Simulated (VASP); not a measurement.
Input:

```
CELL_PARAMETERS angstrom
      4.12786     0.00000     0.00000
     -2.06393     3.57483     0.00000
      0.00000     0.00000     6.43183
ATOMIC_POSITIONS crystal
  Cr 0.33333 0.66667 0.24670
  Cr 0.66667 0.33333 0.75330
  Se 0.00000 0.00000 0.00000
  Se 0.33333 0.66667 0.64700
  Se 0.66667 0.33333 0.35300
```
Starting moments (μB, in the order of the record's atoms Cr Cr Se Se Se): 3.0 3.0 0.0 0.0 0.0.

Calculation: PBE GGA, VASP's PBE PAW potentials (set 64) (plane waves; VASP). Run with 400 eV cut-off, 5×5×3 Γ-centred mesh, Gaussian smearing of 0.050 eV, potentials Cr_pv Se.

The moments were started parallel, and other spin orders were not tried in this run.

Question: Give the force on each atom (eV/Å).

Answer: 
```
atom     Fx     Fy      Fz
----  -----  -----  ------
Cr1   0.000  0.000  -0.536
Cr2   0.000  0.000   0.536
Se3   0.000  0.000   0.000
Se4   0.000  0.000   0.038
Se5   0.000  0.000  -0.038
```

Question: Give the stress tensor in GPa (positive for a compressed cell).

Answer: 
```
3.28  0.00  0.00
0.00  3.28  0.00
0.00  0.00  5.66
```
The pressure is its mean diagonal, 4.07 GPa.

The structure was generated: Cr2Se3 was put into the A-La2O3 type (P-3m1), which need not be its known phase. The cell was not relaxed at this level. The k-mesh is coarse (spacing up to 0.35 per Å, 2π included), so the numbers may not be converged in it.
